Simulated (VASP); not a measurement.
A VASP calculation is set up with these files.

**INCAR**
```
SYSTEM = HfN
PREC = Accurate
ENCUT = 520
EDIFF = 1E-6
NELM = 100
ALGO = Normal
LREAL = .FALSE.
LASPH = .TRUE.
ISMEAR = 1
SIGMA = 0.1
GGA = PE
LMAXMIX = 6
LWAVE = .FALSE.
LCHARG = .FALSE.
ISIF = 2
IBRION = 0
NSW = 3
TEBEG = 300
```

### POSCAR
```
HfN
1
    0.0000000000     2.3052000000     2.3052000000
    2.3052000000     0.0000000000     2.3052000000
    2.3052000000     2.3052000000     0.0000000000
Hf N
1 1
Direct
  0.0000000000   0.0000000000   0.0000000000
  0.5000000000   0.5000000000   0.5000000000
```

File KPOINTS:
```
Automatic mesh
0
Gamma
10 10 10
0 0 0
```

POTCAR, in this order: Hf_pv N (PBE.64 set). Program: vasp_std.

The resulting files:

standard output:
```
 POSCAR found type information on POSCAR HfN
 POSCAR found :  2 types and       2 ions
 Reading from existing POTCAR

 -----------------------------------------------------------------------------
|                                                                             |
|     EEEEEEE  RRRRRR   RRRRRR   OOOOOOO  RRRRRR      ###     ###     ###     |
|     E        R     R  R     R  O     O  R     R     ###     ###     ###     |
|     E        R     R  R     R  O     O  R     R     ###     ###     ###     |
|     EEEEE    RRRRRR   RRRRRR   O     O  RRRRRR       #       #       #      |
|     E        R   R    R   R    O     O  R   R                               |
|     E        R    R   R    R   O     O  R    R      ###     ###     ###     |
|     EEEEEEE  R     R  R     R  OOOOOOO  R     R     ###     ###     ###     |
|                                                                             |
|     Fatal error! IBRION=0, but no entry for POTIM on file INCAR. MUST       |
|     be specified!                                                           |
|                                                                             |
|       ---->  I REFUSE TO CONTINUE WITH THIS SICK JOB ... BYE!!! <----       |
|                                                                             |
 -----------------------------------------------------------------------------
```

Q: Read input and log: which fault does this run have?
A) LDA potentials were taken and GGA is not set, so the run is LDA and not PBE
B) one atom is typed twice, on or next to the same site
C) molecular dynamics (IBRION = 0) was asked for without POTIM
D) ISPIN is misspelt, so the run is not spin-polarised

A: C, molecular dynamics (IBRION = 0) was asked for without POTIM. VASP stops with an error: Fatal error! IBRION=0, but no entry for POTIM on file INCAR. MUST be specified! ----> I REFUSE TO CONTINUE WITH THIS SICK JOB ... BYE!!! <----

To mend it, set POTIM to the time step in fs (1 to 2 fs suits most solids). The plain static run on this cell (PBE GGA, plane waves, VASP's PBE PAW potentials (set 64)) converges, and its OSZICAR ends with
```
   1 F= -.21703962E+02 E0= -.21703711E+02  d E =-.751906E-03
```

The compound is HfN in the rock salt structure. The cell was not relaxed at this level.
